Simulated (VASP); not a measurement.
## CdHg$_{3}$Se$_{4}$ (ordered alloy cell): computed properties

The numbers are results of PBEsol GGA, VASP's PBE PAW potentials (set 64) (plane waves; VASP), not measurements.

```yaml
space_group: R3m (160)
cell: a = b = 4.3343 Å, c = 42.4274 Å, α = β = 90.00°, γ = 120.00°
volume_per_atom: 28.76 Å³/atom
band gap (over mesh and band path): none (metal, semimetal or under 0.01 eV)
density: 7.43 g/cm³
```

```
CELL_PARAMETERS angstrom
      0.00000     3.06483     3.06483
      3.06483     0.00000     3.06483
     12.25159    12.25159     0.00771
ATOMIC_POSITIONS crystal
  Hg 0.00122 0.00122 0.99909
  Hg 0.99970 0.99970 0.25023
  Hg 0.99913 0.99913 0.50065
  Se 0.25035 0.25035 0.06224
  Se 0.24956 0.24956 0.31283
  Se 0.24862 0.24862 0.56354
  Se 0.25223 0.25223 0.81083
  Cd 0.99920 0.99920 0.75060
```

Unless said otherwise, spin-orbit coupling is left out, though it shifts the bands of the heavy elements here.

The structure was generated: CdHg3Se4 was put into an ordered model structure (R3m), which need not be its known phase. It was relaxed first. Symmetry was kept, so distortions that lower it aren't found.
